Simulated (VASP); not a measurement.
LiBr (rock salt):

```xyz
2
Lattice="0.0000 2.7500 2.7500 2.7500 0.0000 2.7500 2.7500 2.7500 0.0000" Properties=species:S:1:pos:R:3 pbc="T T T"
Li     0.0000     0.0000     0.0000
Br     2.7500     2.7500     2.7500
```

The lowest empty band near Γ, direction [111], from PBE with spin-orbit coupling in VASP (PAW); its two spin partners are averaged. The gap over the points computed is 4.78 eV, and the next band on that side lies 5.54 eV away at the edge.

Settings: 520 eV cut-off, 9×9×9 Γ-centred mesh, Gaussian smearing of 0.050 eV, potentials Li_sv Br.

```json
[
 {"distance from the edge in k (1/Å)": "0.018", "distance in energy (meV)": "3.6"},
 {"distance from the edge in k (1/Å)": "0.025", "distance in energy (meV)": "6.9"},
 {"distance from the edge in k (1/Å)": "0.035", "distance in energy (meV)": "13.4"},
 {"distance from the edge in k (1/Å)": "0.050", "distance in energy (meV)": "27.3"},
 {"distance from the edge in k (1/Å)": "0.070", "distance in energy (meV)": "52.7"}
]
```

Problem. Fit E(1 + αE) = ħ²k²/2m* (ħ²/2m0 = 3.810 eV Å²) and predict the row at 0.095 1/Å.

Solution. Least squares on the energies gives the electron mass m* = 0.344 m0 and α = 0.55 per eV, and so 94.9 meV. The run gave 95.3 meV, +0.4 meV from the fit.

Left out are points under 3 meV from the edge, since the levels carry 0.1 meV, and points farther than half the way to the next band.

The compound is LiBr in the rock salt structure. The cell was not relaxed at this level.
